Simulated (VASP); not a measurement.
# KBe3Zn (Pm-3m) in VASP: a series of runs

The runs below take KBe3Zn through single point, relaxation of cell and atoms, with PBE.

All numbers are computed with VASP 6.6.1; they aren't measurements. Logs are shortened: lines on timing, memory, paths and dates and some standing lists are left out, and cuts for length are marked.

**1. The cell of the first run**

Symmetry: Pm-3m, No. 221, cubic system. Conventional cell: a = 4.434 Å, b = 4.434 Å, c = 4.434 Å, α = 90.00°, β = 90.00°, γ = 90.00°. K (site symmetry m-3m) is surrounded by 12 Be at 3.14 Å. Around Be (site symmetry 4/mmm) lie 2 Zn at 2.22 Å. Around Zn (site symmetry m-3m) lie 6 Be at 2.22 Å.

The cell was built by a generator and needn't be a form met in nature.

**2. Single point, PBE (species swapped into the Fe3RhN type (Pm-3m, No. 221))**

Input file INCAR:

```
PREC = Accurate
ENCUT = 520
EDIFF = 1E-6
ISMEAR = 0
SIGMA = 0.1
LREAL = F
LASPH = T
NELM = 100
ALGO = Fast
ISIF = 2
LWAVE = F
LCHARG = F
GGA = PE
NBANDS = 22
```

Input file KPOINTS:

```
Automatic mesh
0
Gamma
  8 8 8
```

Input file POSCAR:

```
KBe3Zn
1.0
    4.4342288669      0.0000000000      0.0000000000
    0.0000000000      4.4342288669      0.0000000000
    0.0000000000      0.0000000000      4.4342288669
K Be Zn
1 3 1
Direct
    0.0000000000      0.0000000000      0.0000000000
    0.0000000000      0.5000000000      0.5000000000
    0.5000000000      0.5000000000      0.0000000000
    0.5000000000      0.0000000000      0.5000000000
    0.5000000000      0.5000000000      0.5000000000
```

Potentials or basis: VASP PAW PBE potentials, release 64 (K_sv, Be, Zn).

On the command line:

```console
cat potpaw_PBE.64/K_sv/POTCAR potpaw_PBE.64/Be/POTCAR potpaw_PBE.64/Zn/POTCAR > POTCAR
mpirun -np 1 vasp_std > vasp.out
```

OUTCAR:

```text
PREC = Accurate
   ENCUT = 520
   EDIFF = 1E-6
   ISMEAR = 0
   LREAL = F
   LASPH = T
   NELM = 100
   ISIF = 2
   GGA = PE

 ion  position               nearest neighbor table
   1  0.000  0.000  0.000-
   2  0.000  0.500  0.500-   5 2.22   5 2.22
   3  0.500  0.500  0.000-   5 2.22   5 2.22
   4  0.500  0.000  0.500-   5 2.22   5 2.22
   5  0.500  0.500  0.500-   2 2.22   3 2.22   4 2.22   3 2.22   4 2.22   2 2.22

  LATTYP: Found a simple cubic cell.
 ALAT       =     4.4342288669

  Lattice vectors:

 A1 = (   4.4342288669,   0.0000000000,   0.0000000000)
 A2 = (   0.0000000000,   4.4342288669,   0.0000000000)
 A3 = (   0.0000000000,   0.0000000000,   4.4342288669)

Analysis of symmetry for initial positions (statically):
=====================================================================
 Subroutine PRICEL returns:
 Original cell was already a primitive cell.

 Routine SETGRP: Setting up the symmetry group for a
 simple cubic supercell.

 Subroutine GETGRP returns: Found 48 space group operations
 (whereof 48 operations were pure point group operations)
 out of a pool of 48 trial point group operations.

The static configuration has the point symmetry O_h .

Analysis of symmetry for dynamics (positions and initial velocities):
=====================================================================
 Subroutine PRICEL returns:
 Original cell was already a primitive cell.

 Routine SETGRP: Setting up the symmetry group for a
 simple cubic supercell.

 Subroutine GETGRP returns: Found 48 space group operations
 (whereof 48 operations were pure point group operations)
 out of a pool of 48 trial point group operations.

The dynamic configuration has the point symmetry O_h .

 Subroutine INISYM returns: Found 48 space group operations
 (whereof 48 operations are pure point group operations),
 and found     1 'primitive' translations

----------------------------------------------------------------------------------------

                                     Primitive cell

  volume of cell :      87.1875

  direct lattice vectors                    reciprocal lattice vectors
     4.434228867  0.000000000  0.000000000     0.225518355  0.000000000  0.000000000
     0.000000000  4.434228867  0.000000000     0.000000000  0.225518355  0.000000000
     0.000000000  0.000000000  4.434228867     0.000000000  0.000000000  0.225518355

  length of vectors
     4.434228867  4.434228867  4.434228867     0.225518355  0.225518355  0.225518355

  position of ions in fractional coordinates (direct lattice)
     0.000000000  0.000000000  0.000000000
     0.000000000  0.500000000  0.500000000
     0.500000000  0.500000000  0.000000000
     0.500000000  0.000000000  0.500000000
     0.500000000  0.500000000  0.500000000

  ion indices of the primitive-cell ions
   primitive index   ion index
                 1           1
                 2           2
                 3           3
                 4           4
                 5           5

----------------------------------------------------------------------------------------

 KPOINTS: Automatic mesh

Automatic generation of k-mesh.
 Grid dimensions read from file:
 generate k-points for:    8    8    8

 Generating k-lattice:

  Cartesian coordinates                     Fractional coordinates (reciprocal lattice)
     0.028189794  0.000000000  0.000000000     0.125000000  0.000000000  0.000000000
     0.000000000  0.028189794  0.000000000     0.000000000  0.125000000  0.000000000
     0.000000000  0.000000000  0.028189794     0.000000000  0.000000000  0.125000000

  Length of vectors
     0.028189794  0.028189794  0.028189794

  Shift w.r.t. Gamma in fractional coordinates (k-lattice)
     0.000000000  0.000000000  0.000000000

 Subroutine IBZKPT returns following result:
 ===========================================

 Found     35 irreducible k-points:

 Following reciprocal coordinates:
            Coordinates               Weight
  0.000000  0.000000  0.000000      1.000000
  0.125000  0.000000  0.000000      6.000000
  0.250000  0.000000  0.000000      6.000000
  0.375000  0.000000  0.000000      6.000000
  0.500000  0.000000  0.000000      3.000000
  0.125000  0.125000  0.000000     12.000000
[... 16 lines left out ...]
  0.375000  0.375000  0.125000     24.000000
  0.500000  0.375000  0.125000     24.000000
 [... further k-points ...]
   k-points           NKPTS =     35   k-points in BZ     NKDIM =     35   number of bands    NBANDS=     22
   number of dos      NEDOS =    301   number of ions     NIONS =      5
   total plane-waves  NPLWV =  46656
   dimension x,y,z NGX =    36 NGY =   36 NGZ =   36
   dimension x,y,z NGXF=    72 NGYF=   72 NGZF=   72
   ions per type =               1   3   1
   NGX,Y,Z   is equivalent  to a cutoff of  13.50, 13.50, 13.50 a.u.
   NGXF,Y,Z  is equivalent  to a cutoff of  26.99, 26.99, 26.99 a.u.
 SYSTEM =  unknown system
   PREC   = accura    normal or accurate (medium, high low for compatibility)
   ISTART =      0    job   : 0-new  1-cont  2-samecut
   ICHARG =      2    charge: 1-file 2-atom 10-const
   ISPIN  =      1    spin polarized calculation?
   LNONCOLLINEAR =      F non collinear calculations
   LSORBIT =      F    spin-orbit coupling
   LASPH  =      T    aspherical Exc in radial PAW
   ENCUT  =  520.0 eV  38.22 Ry    6.18 a.u.   8.24  8.24  8.24*2*pi/ulx,y,z
   NELM   =    100;   NELMIN=  2; NELMDL= -5     # of ELM steps
   EDIFF  = 0.1E-05   stopping-criterion for ELM
   LREAL  =      F    real-space projection
   EDIFFG = 0.1E-04   stopping-criterion for IOM
   NSW    =      0    number of steps for IOM
   IBRION =     -1    ionic relax: 0-MD 1-quasi-New 2-CG
   NFREE  =      0    steps in history (QN), initial steepest desc. (CG)
   ISIF   =      2    stress and relaxation
   ISYM   =      2    0-nonsym 1-usesym 2-fastsym
   POTIM  = 0.5000    time-step for ionic-motion
   TEBEG  =    0.0;   TEEND  =   0.0 temperature during run
   PSTRESS=    0.0 pullay stress
   NELECT =      27.0000    total number of electrons
   NUPDOWN=      -1.0000    fix difference up-down
   EMIN   =  10.00;   EMAX   =-10.00  energy-range for DOS
   EFERMI =   0.00;   METHOD = LEGACY
   ISMEAR =     0;   SIGMA  =   0.10  broadening in eV -4-tet -1-fermi 0-gaus
   EFERMI_NEDOS =   21; number of points for ismear=-14 and -15
   IALGO  =     68    algorithm
   IMIX   =      4    mixing-type and parameters
     AMIX     =   0.40;   BMIX     =  1.00
     AMIX_MAG =   1.60;   BMIX_MAG =  1.00
  volume/ion in A,a.u.               =      17.44       117.67
  Fermi-wavevector in a.u.,A,eV,Ry     =   1.107587  2.093037 16.690943  1.226750
  Thomas-Fermi vector in A             =   2.244104
   LORBIT       =      0    0 simple, 1 ext, 2 COOP (PROOUT), +10 PAW based schemes
   GGA     = PE    functional components
   LHFCALC =     F    Hartree Fock is set to
   AEXX    =    0.0000 exact exchange contribution
   IVDW    =     0    specifies the selected vdW correction
   LEPSILON=     F    determine dielectric tensor
   LRPA    =     F    only Hartree local field effects (RPA)
 non-spin polarized calculation
 RMM-DIIS sequential band-by-band and
 Gauss-broadening in eV      SIGMA  =   0.10
  energy-cutoff  :      520.00
  volume of cell :       87.19
 maximum number of plane-waves:      2365
 NGX is ok and might be reduce to    36
   NGX = 17   NGY = 17   NGZ = 17

 number of electron      26.9999996 magnetization

 Free energy of the ion-electron system (eV)
  ---------------------------------------------------
  ext. energy  EPLUGINS =         0.00000000
  ---------------------------------------------------
  free energy    TOTEN  =        -9.50563688 eV

  energy without entropy =       -9.49925899  energy(sigma->0) =       -9.50244794

 E-fermi :   2.4517     XC(G=0):  -9.0778

 val. band max:        2.4277086928   @ k =   0.5000   0.2500   0.2500
 cond. band min:       2.4638223738   @ k =   0.5000   0.3750   0.3750
 fundamental gap:      0.0361136811
 Fermi energy:         2.4517088778

 k-point     1 :       0.0000    0.0000    0.0000
  band No.  band energies     occupation
      1     -27.8698      2.00000
      2     -11.4423      2.00000
      3     -11.4423      2.00000
      4     -11.4423      2.00000
      5      -5.6321      2.00000
      6      -5.6321      2.00000
[... 14 lines left out ...]
     21       7.8570      0.00000
     22       7.8573      0.00000

 k-point     2 :       0.1250    0.0000    0.0000
  band No.  band energies     occupation
      1     -27.8692      2.00000
      2     -11.4620      2.00000
      3     -11.4401      2.00000
      4     -11.4401      2.00000
      5      -5.6312      2.00000
      6      -5.6307      2.00000
[... 14 lines left out ...]
     21       7.6319      0.00000
     22       7.6973      0.00000

 k-point     3 :       0.2500    0.0000    0.0000
  band No.  band energies     occupation
      1     -27.8677      2.00000
      2     -11.5088      2.00000
      3     -11.4348      2.00000
      4     -11.4348      2.00000
      5      -5.6298      2.00000
      6      -5.6275      2.00000
[... 14 lines left out ...]
     21       7.2217      0.00000
     22       7.3074      0.00000

 k-point     4 :       0.3750    0.0000    0.0000
  band No.  band energies     occupation
      1     -27.8663      2.00000
      2     -11.5545      2.00000
      3     -11.4294      2.00000
      4     -11.4294      2.00000
      5      -5.6288      2.00000
      6      -5.6244      2.00000
[... 14 lines left out ...]
     21       6.8637      0.00000
     22       8.2897      0.00000

 k-point     5 :       0.5000    0.0000    0.0000
  band No.  band energies     occupation
      1     -27.8657      2.00000
      2     -11.5732      2.00000
      3     -11.4272      2.00000
      4     -11.4272      2.00000
      5      -5.6284      2.00000
      6      -5.6230      2.00000
[... 14 lines left out ...]
     21       6.7249      0.00000
     22       9.0408      0.00000

 k-point     6 :       0.1250    0.1250    0.0000
  band No.  band energies     occupation
      1     -27.8686      2.00000
      2     -11.4619      2.00000
      3     -11.4571      2.00000
      4     -11.4379      2.00000
      5      -5.6299      2.00000
      6      -5.6298      2.00000
[... 14 lines left out ...]
     21       7.3449      0.00000
     22       7.9038      0.00000

 k-point     7 :       0.2500    0.1250    0.0000
  band No.  band energies     occupation
      1     -27.8672      2.00000
      2     -11.5057      2.00000
      3     -11.4531      2.00000
      4     -11.4326      2.00000
      5      -5.6284      2.00000
      6      -5.6269      2.00000
[... 324 lines left out ...]
      6      -5.6237      2.00000
[... 14 lines left out ...]
     21       7.6963      0.00000
     22       8.0896      0.00000

 k-point    21 :       0.3750    0.2500    0.1250
  band No.  band energies     occupation
      1     -27.8637      2.00000
      2     -11.5373      2.00000
      3     -11.4865      2.00000
      4     -11.4393      2.00000
      5      -5.6245      2.00000
      6      -5.6213      2.00000
[... 14 lines left out ...]
     21       7.9720      0.00000
     22       8.8889      0.00000

 k-point    22 :       0.5000    0.2500    0.1250
  band No.  band energies     occupation
      1     -27.8631      2.00000
      2     -11.5546      2.00000
      3     -11.4834      2.00000
      4     -11.4369      2.00000
      5      -5.6242      2.00000
      6      -5.6204      2.00000
[... 14 lines left out ...]
     21       7.7097      0.00000
     22       9.6027      0.00000

 k-point    23 :       0.3750    0.3750    0.1250
  band No.  band energies     occupation
      1     -27.8622      2.00000
      2     -11.5297      2.00000
      3     -11.5257      2.00000
      4     -11.4339      2.00000
      5      -5.6246      2.00000
      6      -5.6183      2.00000
[... 14 lines left out ...]
     21       8.4993      0.00000
     22       9.3974      0.00000

 k-point    24 :       0.5000    0.3750    0.1250
  band No.  band energies     occupation
      1     -27.8617      2.00000
      2     -11.5445      2.00000
      3     -11.5238      2.00000
      4     -11.4316      2.00000
      5      -5.6247      2.00000
      6      -5.6172      2.00000
[... 14 lines left out ...]
     21       8.3146      0.00000
     22       9.5741      0.00000

 [... further k-points ...]

------------------------ aborting loop because EDIFF is reached ----------------------------------------

  FORCE on cell =-STRESS in cart. coord.  units (eV):
  Direction    XX          YY          ZZ          XY          YZ          ZX
  --------------------------------------------------------------------------------------
  -------------------------------------------------------------------------------------
  Total        0.0778319      0.0778319      0.0778319      0.0000000     -0.0000000      0.0000000
  in kB        1.4302569      1.4302569      1.4302569      0.0000000     -0.0000000      0.0000000
  external PRESSURE =       1.4302569 kB  Pullay stress =       0.0000000 kB

 VOLUME and BASIS-vectors are now :
 -----------------------------------------------------------------------------
  energy-cutoff  :      520.00
  volume of cell :       87.19
      direct lattice vectors                 reciprocal lattice vectors
     4.434228867  0.000000000  0.000000000     0.225518355  0.000000000  0.000000000
     0.000000000  4.434228867  0.000000000     0.000000000  0.225518355  0.000000000
     0.000000000  0.000000000  4.434228867     0.000000000  0.000000000  0.225518355

 POSITION                                       TOTAL-FORCE (eV/Angst)
 -----------------------------------------------------------------------------------
      0.00000      0.00000      0.00000         0.000000      0.000000      0.000000
      0.00000      2.21711      2.21711         0.000000      0.000000      0.000000
      2.21711      2.21711      0.00000         0.000000      0.000000      0.000000
      2.21711      0.00000      2.21711         0.000000      0.000000      0.000000
      2.21711      2.21711      2.21711         0.000000      0.000000      0.000000
 -----------------------------------------------------------------------------------
    total drift:                                0.000000      0.000000      0.000000

  FREE ENERGIE OF THE ION-ELECTRON SYSTEM (eV)
  ---------------------------------------------------
  free  energy   TOTEN  =        -9.5056368786 eV

  energy  without entropy=       -9.4992589949  energy(sigma->0) =       -9.50244794
```

Wall time 44 s (1 thread of Intel Xeon 6975P-C (Granite Rapids), shared host); peak memory 0.25 GiB.

What came out:

```yaml
Free_energy: -9.5056 eV
Pressure: 0.1 GPa
Band_gap_on_the_k_mesh: none (metal or under the smearing width)
```

**3. Relaxation of cell and atoms, PBE (species swapped into the Fe3RhN type (Pm-3m, No. 221))**

Input file INCAR:

```
SYSTEM = KBe3Zn
ALGO = Normal
EDIFF = 1E-7
EDIFFG = -0.01
ENCUT = 600
GGA = PE
IBRION = 2
ISIF = 3
ISMEAR = 0
LASPH = .True.
LCHARG = .False.
LREAL = .False.
LWAVE = .False.
NELM = 100
NSW = 100
PREC = Accurate
SIGMA = 0.1
```

Input file KPOINTS:

```
k-points
0
Gamma
  8 8 8
  0 0 0
```

Edit POSCAR of step 2 so:

```diff
@@ -2,5 +2,5 @@
 1.0
-    4.4342288669      0.0000000000      0.0000000000
-    0.0000000000      4.4342288669      0.0000000000
-    0.0000000000      0.0000000000      4.4342288669
+    4.4231962874      0.0000000000      0.0000000000
+    0.0000000000      4.4231962874      0.0000000000
+    0.0000000000      0.0000000000      4.4231962874
 K Be Zn
```

Potentials or basis: VASP PAW PBE potentials, release 64 (K_sv, Be, Zn).

On the command line:

```console
cat potpaw_PBE.64/K_sv/POTCAR potpaw_PBE.64/Be/POTCAR potpaw_PBE.64/Zn/POTCAR > POTCAR
mpirun -np 1 vasp_std > vasp.out
```

Wall time 69 s (1 thread of Intel Xeon 6975P-C (Granite Rapids), shared host); peak memory 0.26 GiB.

The run converged. Its results:

```yaml
Free_energy: -9.5054 eV
Relaxed_volume: 17.50 Å³/atom
Relaxed_cell: a = 4.439 Å, b = 4.439 Å, c = 4.439 Å, α = 90.00°, β = 90.00°, γ = 90.00°
Space_group_after_relaxing_to_0.05_Å: Pm-3m (No. 221)
Energy_gained_by_relaxing: 0.3 meV/atom
Ionic_steps: 3
Pressure_after_relaxing: 0.0 GPa
Band_gap_on_the_k_mesh: none (metal or under the smearing width)
```

Step by step:
```
step  energy change (eV)  largest force (eV/Å)  pressure (GPa)  volume (Å³)
   1              0.0000                0.0000            0.51        86.54
   2             -0.0014                0.0000            0.12        87.23
   3             -0.0014                0.0000           -0.02        87.49
```

Final structure:
```xyz
5
Lattice="4.4393 0.0000 0.0000 0.0000 4.4393 0.0000 0.0000 0.0000 4.4393" Properties=species:S:1:pos:R:3 pbc="T T T"
K     0.0000    0.0000    0.0000
Be    0.0000    2.2197    2.2197
Be    2.2197    2.2197    0.0000
Be    2.2197    0.0000    2.2197
Zn    2.2197    2.2197    2.2197
```

Levels at points of the mesh, in eV from the Fermi level:
| k point | band 10 | band 11 | band 12 | band 13 | band 14 | band 15 | band 16 | band 17 |
| --- | --- | --- | --- | --- | --- | --- | --- | --- |
| (0.00, 0.00, 0.00) | -7.79 | -1.69 | -1.69 | -1.69 | 0.13 | 0.13 | 2.50 | 4.03 |
| (0.50, 0.00, 0.00) | -6.79 | -4.74 | -1.33 | -1.33 | 1.13 | 1.63 | 2.24 | 2.39 |
| (0.50, 0.50, 0.00) | -6.37 | -3.56 | -3.56 | -1.47 | -0.27 | 1.71 | 1.71 | 2.06 |
| (0.50, 0.50, 0.50) | -5.69 | -3.15 | -3.15 | -3.15 | -0.46 | -0.46 | -0.46 | 5.14 |

(Part 1 of 2 ends here.)
